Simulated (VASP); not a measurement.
Set up this calculation in VASP 6.6.1, as the native input.

| Quantity | Value |
| --- | --- |
| Task | single point |
| Functional | LDA |
| Potentials or basis | VASP PAW LDA potentials, release 64 (Sc_sv, Ir) |
| Cutoff | 520 eV |
| k mesh | 10 × 10 × 10 |
| Occupations | fermi-dirac, width 0.1 eV |
| Spin | no spin polarisation |
| Dipole correction | no |
| Further INCAR settings | ALGO = Normal; EDIFF = 1e-07; NBANDS = 27 |

The structure of ScIr3 lies in POSCAR:

```
ScIr3
1.0
    3.8711539504      0.0000000000      0.0000000000
    0.0000000000      3.8711539504      0.0000000000
    0.0000000000      0.0000000000      3.8711539504
Sc Ir
1 3
Direct
    0.0000000000      0.0000000000      0.0000000000
    0.0000000000      0.5000000000      0.5000000000
    0.5000000000      0.5000000000      0.0000000000
    0.5000000000      0.0000000000      0.5000000000
```

The cell comes from a database or a generator and needn't be the stable form of this composition.

One way to write it, as run:

INCAR

```
SYSTEM = ScIr3
PREC = Accurate
ENCUT = 520
EDIFF = 1E-7
ISMEAR = -1
SIGMA = 0.1
LREAL = .FALSE.
LASPH = .TRUE.
NELM = 100
ALGO = Normal
ISIF = 2
LWAVE = .FALSE.
LCHARG = .TRUE.
GGA = CA
LELF = .TRUE.
LVHAR = .TRUE.
NBANDS = 27
```

KPOINTS

```
regular mesh
0
G
  10 10 10
  0 0 0
```

Potentials or basis: VASP PAW LDA potentials, release 64 (Sc_sv, Ir).

Launch:

```console
$ cat potpaw_LDA.64/Sc_sv/POTCAR potpaw_LDA.64/Ir/POTCAR > POTCAR
$ mpirun -np 1 vasp_std > vasp.out
```

Results of the run:

```yaml
Pressure: 1.8 GPa
Band_gap_on_the_k_mesh: none (metal or under the smearing width)
```

Wall time 51 s on 1 thread of AMD EPYC 9R45 96-Core Processor (Zen 5), with other jobs on the host, peak memory 0.18 GiB.
